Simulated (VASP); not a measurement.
Level of theory: PBE GGA, VASP's PBE PAW potentials (set 64) (plane waves; VASP).

VASP ran on this input.

POSCAR:
```
ZrC
1
    0.0000000000     2.3083706655     2.3083706655
    2.3083706655     0.0000000000     2.3083706655
    2.3083706655     2.3083706655     0.0000000000
Zr C
1 1
Direct
  0.0000000000   0.0000000000   0.0000000000
  0.5000000000   0.5000000000   0.5000000000
```

KPOINTS:
```
Automatic mesh
0
Gamma
12 12 12
0 0 0
```

### INCAR
```
ISIF  =  2
LMAXMIX  =  4
SYSTEM  =  ZrC
GGA  =  PE   ! PBE
ENCUT  =  600   ! plane-wave cut-off (eV)
ALGO  =  Normal   ! blocked Davidson
LREAL  =  .FALSE.
LASPH  =  .TRUE.
LWAVE  =  .FALSE.
ISMEAR  =  1   ! Methfessel-Paxton
SIGMA  =  0.1
PREC  =  Accurate
EDIFF  =  1E-7   ! SCF stop (eV)
LCHARG  =  .FALSE.
NELM  =  100   ! most electronic steps
```

POTCAR, in this order: Zr_sv C (PBE.64 set). Program: vasp_std.

Output of the run:

### OSZICAR
```
       N       E                     dE             d eps       ncg     rms          rms(c)
DAV:   1     0.121786748873E+03    0.12179E+03   -0.98940E+03  1728   0.152E+03
DAV:   2    -0.163570386538E+02   -0.13814E+03   -0.12921E+03  2012   0.356E+02
DAV:   3    -0.225567130308E+02   -0.61997E+01   -0.60203E+01  2516   0.672E+01
DAV:   4    -0.227854014802E+02   -0.22869E+00   -0.22850E+00  2280   0.123E+01
DAV:   5    -0.227899762282E+02   -0.45747E-02   -0.45745E-02  2404   0.157E+00    0.236E+01
DAV:   6    -0.194973547693E+02    0.32926E+01   -0.15564E+01  1936   0.285E+01    0.927E+00
DAV:   7    -0.193985294533E+02    0.98825E-01   -0.63990E-01  1992   0.669E+00    0.669E+00
DAV:   8    -0.193959771564E+02    0.25523E-02   -0.12158E-01  1884   0.336E+00    0.158E+00
DAV:   9    -0.193916203810E+02    0.43568E-02   -0.30704E-02  2108   0.116E+00    0.481E-01
DAV:  10    -0.193918743602E+02   -0.25398E-03   -0.20746E-03  1992   0.585E-01    0.382E-01
DAV:  11    -0.193917169919E+02    0.15737E-03   -0.60060E-04  1944   0.204E-01    0.179E-02
DAV:  12    -0.193917148037E+02    0.21882E-05   -0.99025E-06  2528   0.367E-02    0.112E-02
DAV:  13    -0.193917144594E+02    0.34431E-06   -0.22113E-07  1704   0.498E-03    0.147E-03
DAV:  14    -0.193917144616E+02   -0.21855E-08   -0.28698E-08  1068   0.146E-03
   1 F= -.19391714E+02 E0= -.19391536E+02  d E =-.534978E-03
```

**OUTCAR**
```
------------------------ aborting loop because EDIFF is reached ----------------------------------------
  FORCE on cell =-STRESS in cart. coord.  units (eV):
  Direction    XX          YY          ZZ          XY          YZ          ZX
  --------------------------------------------------------------------------------------
  Total        2.3150847      2.3150847      2.3150847      0.0000000      0.0000000      0.0000000
  in kB      150.7755176    150.7755176    150.7755176      0.0000000      0.0000000      0.0000000
  external PRESSURE =     150.7755176 kB  Pullay stress =       0.0000000 kB
  volume of cell :       24.60
      direct lattice vectors                 reciprocal lattice vectors
     0.000000000  2.308370666  2.308370666    -0.216602995  0.216602995  0.216602995
     2.308370666  0.000000000  2.308370666     0.216602995 -0.216602995  0.216602995
     2.308370666  2.308370666  0.000000000     0.216602995  0.216602995 -0.216602995
 POSITION                                       TOTAL-FORCE (eV/Angst)
 -----------------------------------------------------------------------------------
      0.00000      0.00000      0.00000        -0.000000     -0.000000     -0.000000
      2.30837      2.30837      2.30837         0.000000      0.000000      0.000000
 -----------------------------------------------------------------------------------
    total drift:                                0.000000      0.000000      0.000000
  FREE ENERGIE OF THE ION-ELECTRON SYSTEM (eV)
  ---------------------------------------------------
  free  energy   TOTEN  =       -19.3917144616 eV

  energy  without entropy=      -19.3911794838  energy(sigma->0) =      -19.39153614
```
(Selected blocks of OUTCAR.)

The compound is ZrC in the rock salt structure. This cell was strained or had an atom moved on purpose.
